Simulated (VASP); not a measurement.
Here is the system:

```
Sc
1.0
    1.65500    -2.86654     0.00000
    1.65500     2.86654     0.00000
    0.00000     0.00000     5.27000
Sc
2
Direct
  0.33333   0.66667   0.25000
  0.66667   0.33333   0.75000
```

Method: PBE GGA with D3 dispersion (Becke-Johnson damping), VASP's PBE PAW potentials (set 64) (plane waves; VASP). Run with 520 eV cut-off, 11×11×6 Γ-centred mesh, first-order Methfessel-Paxton smearing of 0.10 eV, potentials Sc_sv.

Energy and stress use the plane-wave basis of the starting cell.

The ions, cell shape and volume are relaxed. Predict the relaxed structure.

```
Sc
1.0
    1.63290    -2.82826     0.00000
    1.63290     2.82826     0.00000
    0.00000     0.00000     5.07309
Sc
2
Direct
  0.33333   0.66667   0.25000
  0.66667   0.33333   0.75000
```
Space group P6_3/mmc (194), at a tolerance of 0.03 Å.

How do energy and volume change from the first to the last step?

The energy (σ→0) changes by -19.3 meV/atom and the volume by -6.3 %, in 6 ionic steps.

The compound is Sc in the hcp structure. This run relaxes it. Symmetry was kept, so distortions that lower it aren't found.
